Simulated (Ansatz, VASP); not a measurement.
Sr2C in VASP and in Ansatz

File INCAR:

```
PREC = Accurate
ENCUT = 600
EDIFF = 1E-6
ISMEAR = 0
SIGMA = 0.1
LREAL = False
LASPH = True
NELM = 80
ALGO = Normal
ISIF = 3
LWAVE = False
LCHARG = False
GGA = PE
IBRION = 2
NSW = 90
EDIFFG = -0.04
```

File KPOINTS:

```
regular mesh
0
Gamma
  6 6 4
```

File POSCAR:

```
Sr2C
1.0
    3.3659520700      0.0000000000      0.0000000000
    0.0000000000      3.3659520700      0.0000000000
    0.0000000000      0.0000000000      6.7319041400
Sr C
2 1
Direct
    0.0000000000      0.0000000000      0.7500000000
    0.0000000000      0.0000000000      0.2500000000
    0.5000000000      0.5000000000      0.0000000000
```

Input for Ansatz:

```yaml
crystal:
  lattice:
    - [3.36595207, 0.0, 0.0]
    - [0.0, 3.36595207, 0.0]
    - [0.0, 0.0, 6.73190414]
  atoms:
    - { symbol: Sr, position: [0.0, 0.0, 0.75] }
    - { symbol: Sr, position: [0.0, 0.0, 0.25] }
    - { symbol: C, position: [0.5, 0.5, 0.0] }
basis:
  ecutwfc: 420
kpoints:
  mp_grid: { grid: [6, 6, 4] }
hamiltonian:
  xc: pbe
scf:
  occupations: { method: gaussian, width: 0.1 }
  lower_state_search: "off"
output:
  forces: true
  stress: true
  eigenvalues: true
relax:
  adjacent_minimum: "off"
  f_tol: 0.04
  max_steps: 70
  cell: { stress_tol: 0.4 }
```

Change from the starting cell: ordered vacancies on the anion sites of caesium chloride (P4/mmm, No. 123).

Alike in both runs: task relaxation of cell and atoms; functional PBE; k mesh 6 × 6 × 4; occupations gaussian, width 0.1 eV; no spin polarisation.

```csv
,VASP,Ansatz
version,VASP 6.6.1,Ansatz 0.2.0
potentials or method,"VASP PAW PBE potentials, release 64 (Sr_sv, C)","scalar-relativistic, plane waves, PAW"
plane-wave cutoff (eV),600,420
valence electrons in the cell,24,24
```

Ansatz gave:

```
gap on the k mesh at the Fermi level, each at its own relaxed structure (eV) : none
relaxed volume (Å³/atom)                                                     : 28.59
relaxed cell length with the largest relative difference (Å)                 : 3.419
energy change over the relaxation (meV/atom)                                 : -163
```

Estimate VASP's values.

gap on the k mesh at the Fermi level, each at its own relaxed structure (eV): none; relaxed volume (Å³/atom): 28.78; relaxed cell length with the largest relative difference (Å): 3.429; energy change over the relaxation (meV/atom): -161.

A gap of «none» marks a metal or a gap that the smearing closes.
